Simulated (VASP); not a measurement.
A run of VASP 6.6.1 is set up as follows.

INCAR

```
PREC = Accurate
ENCUT = 520
EDIFF = 1E-6
ISMEAR = -1
SIGMA = 0.05
LREAL = False
LASPH = True
NELM = 60
ALGO = Normal
ISIF = 2
LWAVE = False
LCHARG = False
LDIPOL = True
IDIPOL = 3
DIPOL = 0.5 0.5 0.294
GGA = PE
EFIELD = 0.3
LVHAR = True
LVACPOTAV = True
```

Contents of KPOINTS:

```
Automatic mesh
0
Gamma
  10 10 1
```

Contents of POSCAR:

```
Hf
1.0
    2.7787600000      0.0000000000      0.0000000000
    0.0000000000      2.7787600000      0.0000000000
    0.0000000000      0.0000000000     23.8000000000
Hf
1
Direct
    0.0000000000      0.0000000000      0.2941200000
```

Potentials or basis: VASP PAW PBE potentials, release 64 (Hf_pv).

Launch:

```bash
$ cat potpaw_PBE.64/Hf_pv/POTCAR > POTCAR
$ mpirun -np 1 vasp_std > vasp.out
```

Task: Estimate the band gap on the k mesh.

Result: None (metal or under the smearing width).

The run has no spin-orbit coupling, so splittings on Hf are missing.
